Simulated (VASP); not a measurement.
Given:

```yaml
crystal:
  lattice:
    - [1.50450, -2.60587, 0.00000]
    - [1.50450, 2.60587, 0.00000]
    - [0.00000, 0.00000, 4.77360]
  atoms:
    - { symbol: Ti, position: [0.33333, 0.66667, 0.25000] }
    - { symbol: Ti, position: [0.66667, 0.33333, 0.75000] }
```

These are PBE GGA, VASP's PBE PAW potentials (set 64) (plane waves; VASP 6.6.1) values and carry that method's errors. Run with 400 eV cut-off, 13×13×7 Γ-centred mesh, first-order Methfessel-Paxton smearing of 0.10 eV, potentials Ti_sv.

Q: Give the stress tensor in GPa (positive for a compressed cell).

A: 
```
-7.88   0.00   0.00
 0.00  -7.88   0.00
 0.00   0.00  -8.36
```
The pressure is its mean diagonal, -8.04 GPa.

The compound is Ti in the hcp structure. The cell was not relaxed at this level.
